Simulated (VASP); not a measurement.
Here is the system:

```
Pd
1.0
    0.00000     1.93287     1.93287
    1.93287     0.00000     1.93287
    1.93287     1.93287     0.00000
Pd
1
Direct
  0.00000   0.00000   0.00000
```

Method: TPSS meta-GGA, VASP's PBE PAW potentials (set 64) (plane waves; VASP). Numerical set-up: 520 eV cut-off, 16×16×16 Γ-centred mesh, first-order Methfessel-Paxton smearing of 0.10 eV, potentials Pd.

What does the run give for the energy per atom (σ→0), pressure, band gap (on the k-mesh) with the smallest direct gap where there is one?

```json
{
 "band gap (on the k-mesh)": "none (metal, semimetal or under 0.01 eV)",
 "energy per atom (σ→0)": "-13.689 eV/atom",
 "pressure": "6.32 GPa"
}
```

Only differences to runs with the same potentials and settings are physical.

The compound is Pd in the fcc structure. This cell is one point of a volume scan, at 0.97 of the reference volume.
